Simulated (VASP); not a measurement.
Level of theory: PBEsol GGA, VASP's PBE PAW potentials (set 64) (plane waves; VASP 6.6.1).

VASP input:

**POSCAR**
```
PtAl2
1
    0.0000000000     2.9471418610     2.9471418610
    2.9471418610     0.0000000000     2.9471418610
    2.9471418610     2.9471418610     0.0000000000
Al Pt
2 1
Direct
  0.2500000000   0.2500000000   0.2500000000
  0.7500000000   0.7500000000   0.7500000000
  0.0000000000   0.0000000000   0.0000000000
```

KPOINTS:
```
Automatic mesh
0
Gamma
8 8 8
0 0 0
```

**INCAR**
```
EDIFF = 1E-7   ! SCF stop (eV)
EDIFFG = -0.01
PSTRESS = 150   ! kbar
SYSTEM = PtAl2
NSW = 40   ! most ionic steps
LMAXMIX = 6   ! l cut-off of mixed one-centre charges
NELM = 100
LCHARG = .FALSE.
SIGMA = 0.1   ! width (eV)
ISIF = 3   ! ions, shape and volume
ENCUT = 480   ! plane-wave cut-off (eV)
LREAL = .FALSE.   ! projection in real space or not
IBRION = 2
ALGO = Normal
PREC = Accurate
ISMEAR = 1
LWAVE = .FALSE.
LASPH = .TRUE.
GGA = PS   ! PBEsol
```

POTCAR, in this order: Al Pt (PBE.64 set). Program: vasp_std.

Energy and stress use the plane-wave basis of the starting cell. Unless said otherwise, spin-orbit coupling is left out, though it shifts the bands of the heavy elements here.

Predict the energy per atom (σ→0), volume per atom, band gap (on the k-mesh).

| Quantity | Result |
|---|---|
| energy per atom (σ→0) | -5.854 eV/atom |
| band gap (on the k-mesh) | none (metal, semimetal or under 0.01 eV) |
| volume per atom | 15.63 Å³/atom |

**OSZICAR**
```
...
DAV:   1    -0.175626450481E+02    0.70818E-02   -0.65312E-03   764   0.872E-01    0.140E-01
DAV:   2    -0.175622253027E+02    0.41975E-03   -0.21588E-03   764   0.498E-01    0.325E-02
DAV:   3    -0.175622101454E+02    0.15157E-04   -0.71133E-05   732   0.926E-02    0.112E-02
DAV:   4    -0.175622081869E+02    0.19585E-05   -0.91363E-06   736   0.178E-02    0.396E-03
DAV:   5    -0.175622083458E+02   -0.15893E-06   -0.13689E-06   776   0.123E-02    0.251E-03
DAV:   6    -0.175622084899E+02   -0.14413E-06   -0.21597E-07   592   0.437E-03    0.214E-04
DAV:   7    -0.175622084911E+02   -0.11897E-08   -0.51965E-09   360   0.666E-04
   7 F= -.13172481E+02 E0= -.13172817E+02  d E =-.356970E-04
```

The compound is PtAl2 in the fluorite structure. This run relaxes it under an external pressure of 15 GPa. Symmetry was kept, so distortions that lower it aren't found.
